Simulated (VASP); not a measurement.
Method: PBE GGA with D3 dispersion (zero damping), VASP's PBE PAW potentials (set 64) (plane waves; VASP).

The input files of a VASP run:

**POSCAR**
```
Be
1
    1.1273539264    -1.9526341156     0.0000000000
    1.1273539264     1.9526341156     0.0000000000
    0.0000000000     0.0000000000     3.5474793467
Be
2
Direct
  0.3333330000   0.6666670000   0.2500000000
  0.6666670000   0.3333330000   0.7500000000
```

File KPOINTS:
```
Automatic mesh
0
Gamma
19 19 10
0 0 0
```

**INCAR**
```
EDIFF  =  1E-7   # SCF stop (eV)
ISIF  =  4   # ions and shape, fixed volume
IVDW  =  11
ENCUT  =  520
LREAL  =  .FALSE.   # projection in real space or not
LWAVE  =  .FALSE.
ISMEAR  =  1   # Methfessel-Paxton
SYSTEM  =  Be
NSW  =  30
LASPH  =  .TRUE.
GGA  =  PE   # PBE
IBRION  =  2
ALGO  =  Normal   # blocked Davidson
PREC  =  Accurate
LCHARG  =  .FALSE.
EDIFFG  =  -0.01   # ionic stop
NELM  =  100   # most electronic steps
SIGMA  =  0.1   # width (eV)
```

POTCAR, in this order: Be (PBE.64 set). Program: vasp_std.

Output

### OUTCAR
```
 ion  position               nearest neighbor table
   1  0.333  0.667  0.250-   2 2.20   2 2.20   2 2.20   2 2.20   2 2.20   2 2.20
   2  0.667  0.333  0.750-   1 2.20   1 2.20   1 2.20   1 2.20   1 2.20   1 2.20
  LATTYP: Found a hexagonal cell.
 ALAT       =     2.2547077116
 C/A-ratio  =     1.5733655092
 Subroutine PRICEL returns:
 Original cell was already a primitive cell.
 Subroutine GETGRP returns: Found 24 space group operations
The static configuration has the point symmetry D_3d.
 The point group associated with its full space group is D_6h.
The dynamic configuration has the point symmetry D_3d.
 Subroutine INISYM returns: Found 24 space group operations
 Subroutine IBZKPT returns following result:
 Found    240 irreducible k-points:

 Following reciprocal coordinates:
            Coordinates               Weight
  0.000000  0.000000  0.000000      1.000000
  0.052632 -0.000000  0.000000      6.000000
  0.105263 -0.000000  0.000000      6.000000
  0.157895 -0.000000  0.000000      6.000000
  0.210526 -0.000000  0.000000      6.000000
  0.263158  0.000000  0.000000      6.000000
  0.315789  0.000000  0.000000      6.000000
...
```

### OSZICAR
```
       N       E                     dE             d eps       ncg     rms          rms(c)
DAV:   1    -0.262458580647E+01   -0.26246E+01   -0.17477E+03  2886   0.540E+02
DAV:   2    -0.757306165862E+01   -0.49485E+01   -0.46012E+01  4434   0.624E+01
DAV:   3    -0.760370515844E+01   -0.30643E-01   -0.30637E-01  3864   0.456E+00
DAV:   4    -0.760373860821E+01   -0.33450E-04   -0.33450E-04  4170   0.129E-01
DAV:   5    -0.760373865819E+01   -0.49988E-07   -0.49585E-07  3756   0.182E-03    0.123E+00
DAV:   6    -0.755592864880E+01    0.47810E-01   -0.65116E-03  3258   0.121E+00    0.753E-01
DAV:   7    -0.753706017166E+01    0.18868E-01   -0.70859E-03  3276   0.125E+00    0.284E-02
DAV:   8    -0.753703733387E+01    0.22838E-04   -0.13937E-05  4242   0.454E-02    0.974E-03
DAV:   9    -0.753703619405E+01    0.11398E-05   -0.28748E-06  3552   0.212E-02    0.974E-04
DAV:  10    -0.753703604331E+01    0.15074E-06   -0.53668E-09  3432   0.812E-04    0.282E-04
DAV:  11    -0.753703591655E+01    0.12676E-06   -0.31046E-09  1884   0.759E-04    0.708E-06
DAV:  12    -0.753703591247E+01    0.40719E-08   -0.13989E-10  1962   0.147E-04
   1 F= -.80028708E+01 E0= -.80028720E+01  d E =-.800287E+01
       N       E                     dE             d eps       ncg     rms          rms(c)
DAV:   1    -0.753709885142E+01   -0.62935E-04   -0.12533E-03  3654   0.237E-01    0.127E-02
DAV:   2    -0.753709774859E+01    0.11028E-05   -0.55835E-06  3546   0.220E-02    0.773E-03
DAV:   3    -0.753709669112E+01    0.10575E-05   -0.54911E-07  3930   0.459E-03    0.107E-04
DAV:   4    -0.753709669050E+01    0.61604E-09   -0.46834E-09  2328   0.688E-04
   2 F= -.80029953E+01 E0= -.80030040E+01  d E =-.124521E-03
```

OUTCAR:
```
------------------------ aborting loop because EDIFF is reached ----------------------------------------
 Edisp (eV)   -0.46590
  FORCE on cell =-STRESS in cart. coord.  units (eV):
  Direction    XX          YY          ZZ          XY          YZ          ZX
  --------------------------------------------------------------------------------------
  Total      -0.36774    -0.36774    -0.35445     0.00000     0.00000     0.00000
  in kB     -37.72420   -37.72419   -36.36130     0.00000     0.00000     0.00000
  external pressure =      -37.27 kB  Pullay stress =        0.00 kB
  volume of cell :       15.62
      direct lattice vectors                 reciprocal lattice vectors
     1.126283321 -1.950779777  0.000000000     0.443938031 -0.256307763 -0.000000000
     1.126283321  1.950779777  0.000000000     0.443938031  0.256307763  0.000000000
     0.000000000 -0.000000000  3.554226763     0.000000000  0.000000000  0.281355149
 POSITION                                       TOTAL-FORCE (eV/Angst)
 -----------------------------------------------------------------------------------
      1.12628      0.65026      0.88856         0.000000      0.000000      0.000000
      1.12628     -0.65026      2.66567        -0.000000     -0.000000      0.000000
 -----------------------------------------------------------------------------------
    total drift:                                0.000000     -0.000003      0.000005
  FREE ENERGIE OF THE ION-ELECTRON SYSTEM (eV)
  ---------------------------------------------------
  free  energy   TOTEN  =        -8.0029952717 eV

  energy  without entropy=       -8.0030214531  energy(sigma->0) =       -8.00300400

 reached required accuracy - stopping structural energy minimisation
```
(Selected blocks of OUTCAR.)

CONTCAR:
```
Be
   1.00000000000000
     1.1262833213782846   -1.9507797766016388    0.0000000000000000
     1.1262833213782846    1.9507797766016388    0.0000000000000000
     0.0000000000000000   -0.0000000000000000    3.5542267627505253
  Be
     2
Direct
     0.3333330000000032    0.6666669999999968    0.2500000000000000
     0.6666669999999968    0.3333330000000032    0.7500000000000000
```

The compound is Be in the hcp structure. This cell is one point of a volume scan, at 1.03 of the reference volume. Symmetry was kept, so distortions that lower it aren't found.
